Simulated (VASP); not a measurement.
V3Ge, 8 atoms in the cell. It takes space group Pm-3n (No. 223, cubic). Conventional cell: a = 4.768 Å, b = 4.768 Å, c = 4.768 Å, α = 90.00°, β = 90.00°, γ = 90.00°. Ge (site symmetry m-3) has 12 V at 2.67 Å as nearest neighbours. Around V (site symmetry -4m2) lie 2 V at 2.38 Å and 4 Ge at 2.67 Å. 

```yaml
Program: VASP 6.6.1
Task: single point
Functional: LDA
Potentials_or_basis: VASP PAW LDA potentials, release 64 (Ge_d, V_sv)
Cutoff: 520 eV
k_mesh: 5 × 5 × 5
Occupations: gaussian, width 0.1 eV
Spin: collinear spin, typed start
Starting_moments: "[0.0, 0.0, 2.0, 2.0, 2.0, 2.0, 2.0, 2.0] μB"
Dipole_correction: no
Further_INCAR_settings: ALGO = Normal; EDIFF = 1e-06; NBANDS = 67
```

Potentials or basis: VASP PAW LDA potentials, release 64 (Ge_d, V_sv).

Command:

```sh
$ cat potpaw_LDA.64/Ge_d/POTCAR potpaw_LDA.64/V_sv/POTCAR > POTCAR
$ mpirun -np 1 vasp_std > vasp.out
```

Hardware: 1 thread of AMD EPYC 9R14 (Zen 4), with other jobs on the host.

Q: How long does it take, and how much memory?

A: Wall time 120 s on 1 thread of AMD EPYC 9R14 (Zen 4), with other jobs on the host, peak memory 0.21 GiB. Counts: scf iterations 18, k points 10.
